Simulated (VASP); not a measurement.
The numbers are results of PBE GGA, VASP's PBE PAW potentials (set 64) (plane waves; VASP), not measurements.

The input files of a VASP run:

**POSCAR**
```
GaN
1
   -0.0000000000     2.2751155886     2.2751155886
    2.2751155886    -0.0000000000     2.2751155886
    2.2751155886     2.2751155886    -0.0000000000
Ga N
1 1
Direct
  0.0000000000   0.0000000000   0.0000000000
  0.7500000000   0.7500000000   0.7500000000
```

KPOINTS:
```
Automatic mesh
0
Gamma
11 11 11
0 0 0
```

INCAR:
```
! general
SYSTEM  = GaN
PREC    = Normal
ENCUT   = 450   ! plane-wave cut-off (eV)
LREAL   = .FALSE.
LASPH   = .TRUE.

! electronic loop
EDIFF   = 1E-5   ! SCF stop (eV)
NELM    = 100
NELMIN  = 4
ALGO    = Fast   ! Davidson, then RMM-DIIS
LMAXMIX = 4

! smearing
ISMEAR  = 0
SIGMA   = 0.05   ! width (eV)

! functional
GGA     = PE

! ions
IBRION  = 2   ! conjugate gradients
NSW     = 20
ISIF    = 2   ! forces and stress, cell fixed
EDIFFG  = -0.03   ! ionic stop

! output
LWAVE   = .FALSE.
LCHARG  = .FALSE.
```

POTCAR, in this order: Ga_d N (PBE.64 set). Program: vasp_std.

The run wrote:

**OUTCAR**
```
 ion  position               nearest neighbor table
   1  0.000  0.000  0.000-   2 1.97   2 1.97   2 1.97   2 1.97
   2  0.750  0.750  0.750-   1 1.97   1 1.97   1 1.97   1 1.97
  LATTYP: Found a face centered cubic cell.
 ALAT       =     4.5502311772
 Subroutine PRICEL returns:
 Original cell was already a primitive cell.
 Subroutine GETGRP returns: Found 24 space group operations
The static configuration has the point symmetry T_d .
The dynamic configuration has the point symmetry T_d .
 Subroutine INISYM returns: Found 24 space group operations
 Subroutine IBZKPT returns following result:
 Found     56 irreducible k-points:

 Following reciprocal coordinates:
            Coordinates               Weight
  0.000000  0.000000  0.000000      1.000000
  0.090909  0.000000  0.000000      8.000000
  0.181818  0.000000  0.000000      8.000000
  0.272727  0.000000  0.000000      8.000000
  0.363636  0.000000  0.000000      8.000000
  0.454545  0.000000  0.000000      8.000000
  0.090909  0.090909  0.000000      6.000000
  0.181818  0.090909  0.000000     24.000000
  0.272727  0.090909  0.000000     24.000000
  0.363636  0.090909  0.000000     24.000000
  0.454545  0.090909  0.000000     24.000000
 -0.454545  0.090909  0.000000     24.000000
 -0.363636  0.090909  0.000000     24.000000
 -0.272727  0.090909  0.000000     24.000000
 -0.181818  0.090909  0.000000     24.000000
 -0.090909  0.090909  0.000000     12.000000
  0.181818  0.181818  0.000000      6.000000
  0.272727  0.181818  0.000000     24.000000
  0.363636  0.181818  0.000000     24.000000
  0.454545  0.181818  0.000000     24.000000
 -0.454545  0.181818  0.000000     24.000000
 -0.363636  0.181818  0.000000     24.000000
 -0.272727  0.181818  0.000000     24.000000
 -0.181818  0.181818  0.000000     12.000000
  0.272727  0.272727  0.000000      6.000000
  0.363636  0.272727  0.000000     24.000000
  0.454545  0.272727  0.000000     24.000000
 -0.454545  0.272727  0.000000     24.000000
 -0.363636  0.272727  0.000000     24.000000
 -0.272727  0.272727  0.000000     12.000000
  0.363636  0.363636  0.000000      6.000000
  0.454545  0.363636  0.000000     24.000000
 -0.454545  0.363636  0.000000     24.000000
 -0.363636  0.363636  0.000000     12.000000
  0.454545  0.454545  0.000000      6.000000
 -0.454545  0.454545  0.000000     12.000000
  0.272727  0.181818  0.090909     24.000000
  0.363636  0.181818  0.090909     48.000000
  0.454545  0.181818  0.090909     48.000000
 -0.454545  0.181818  0.090909     48.000000
   k-points           NKPTS =     56   k-points in BZ     NKDIM =     56   number of bands    NBANDS=     13
   number of dos      NEDOS =    301   number of ions     NIONS =      2
   total plane-waves  NPLWV =   5832
   dimension x,y,z NGX =    18 NGY =   18 NGZ =   18
   dimension x,y,z NGXF=    36 NGYF=   36 NGZF=   36
   ions per type =               1   1
   PREC   = normal    normal or accurate (medium, high low for compatibility)
   ISTART =      0    job   : 0-new  1-cont  2-samecut
   ICHARG =      2    charge: 1-file 2-atom 10-const
   ISPIN  =      1    spin polarized calculation?
   LNONCOLLINEAR =      F non collinear calculations
   LSORBIT =      F    spin-orbit coupling
   INIWAV =      1    electr: 0-lowe 1-rand  2-diag
   ENCUT  =  450.0 eV  33.07 Ry    5.75 a.u.   5.57  5.57  5.57*2*pi/ulx,y,z
   NELM   =    100;   NELMIN=  4; NELMDL= -5     # of ELM steps
   EDIFF  = 0.1E-04   stopping-criterion for ELM
   LREAL  =      F    real-space projection
   NLSPLINE    = F    spline interpolate recip. space projectors
   LMAXMIX     =    4 max onsite mixed and CHGCAR
...
```

**OSZICAR**
```
       N       E                     dE             d eps       ncg     rms          rms(c)
DAV:   1     0.858843714107E+02    0.85884E+02   -0.91401E+03  1540   0.225E+03
DAV:   2    -0.716471664491E+01   -0.93049E+02   -0.87248E+02  1631   0.348E+02
DAV:   3    -0.139966359763E+02   -0.68319E+01   -0.67916E+01  1671   0.857E+01
DAV:   4    -0.141068007959E+02   -0.11016E+00   -0.11006E+00  1733   0.116E+01
DAV:   5    -0.141085114021E+02   -0.17106E-02   -0.17106E-02  1621   0.129E+00    0.761E+00
RMM:   6    -0.121418832928E+02    0.19666E+01   -0.37246E+00  1620   0.152E+01    0.233E+00
RMM:   7    -0.121655332437E+02   -0.23650E-01   -0.42119E-01  1698   0.645E+00    0.170E+00
RMM:   8    -0.121597449008E+02    0.57883E-02   -0.41825E-02  1608   0.230E+00    0.363E-01
RMM:   9    -0.121561821713E+02    0.35627E-02   -0.15751E-02  1920   0.106E+00    0.130E-01
RMM:  10    -0.121564727628E+02   -0.29059E-03   -0.28424E-03  1733   0.449E-01    0.903E-02
RMM:  11    -0.121564113466E+02    0.61416E-04   -0.37755E-04  1736   0.206E-01    0.995E-03
RMM:  12    -0.121564154013E+02   -0.40547E-05   -0.74595E-05  1332   0.872E-02
   1 F= -.12156415E+02 E0= -.12156415E+02  d E =-.121564E+02
```

**OUTCAR**
```
------------------------ aborting loop because EDIFF is reached ----------------------------------------
  FORCE on cell =-STRESS in cart. coord.  units (eV):
  Direction    XX          YY          ZZ          XY          YZ          ZX
  --------------------------------------------------------------------------------------
  Total       -0.1528159     -0.1528159     -0.1528159      0.0000000      0.0000000     -0.0000000
  in kB      -10.3953375    -10.3953375    -10.3953375      0.0000000      0.0000000     -0.0000000
  external PRESSURE =     -10.3953375 kB  Pullay stress =       0.0000000 kB
  volume of cell :       23.55
      direct lattice vectors                 reciprocal lattice vectors
     0.000000000  2.275115589  2.275115589    -0.219769054  0.219769054  0.219769054
     2.275115589  0.000000000  2.275115589     0.219769054 -0.219769054  0.219769054
     2.275115589  2.275115589  0.000000000     0.219769054  0.219769054 -0.219769054
  FREE ENERGIE OF THE ION-ELECTRON SYSTEM (eV)
  ---------------------------------------------------
  free  energy   TOTEN  =       -12.1564154013 eV

  energy  without entropy=      -12.1564154013  energy(sigma->0) =      -12.15641540

 reached required accuracy - stopping structural energy minimisation
```
(Selected blocks of OUTCAR.)

At this cut-off the stress carries a Pulay error, which pulls relaxed volumes low.

The compound is GaN in the zinc blende structure, a metastable form; wurtzite is the usual one. It was relaxed first.
